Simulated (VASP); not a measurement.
Here is the system:

```xyz
5
Lattice="4.0355 0.0000 0.0000 0.0000 4.0355 0.0000 0.0000 0.0000 4.0355" Properties=species:S:1:pos:R:3 pbc="T T T"
K      0.0000     0.0000     0.0000
Zn     2.0177     2.0177     2.0177
F      2.0177     0.0000     2.0177
F      0.0000     2.0177     2.0177
F      2.0177     2.0177     0.0000
```

Level of theory: PBE GGA with D3 dispersion (zero damping), VASP's PBE PAW potentials (set 64) (plane waves; VASP). Numerical set-up: 520 eV cut-off, 6×6×6 Γ-centred mesh, Gaussian smearing of 0.050 eV, potentials K_sv Zn F.

Problem. The job: KZnF3 (cubic perovskite), 5 atoms, PBE-D3 (zero damping), static run, 520 eV, 6×6×6 Γ-centred mesh. Roughly how much core time does it take on a busy server core?

Solution. About 30 core-seconds (one run on a shared machine, a rough figure). It had 20 irreducible k-points, 25 bands, up to 1800 plane waves and 21 electronic steps.

The compound is KZnF3 in the cubic perovskite structure. This cell is one point of a volume scan, at 0.94 of the reference volume.
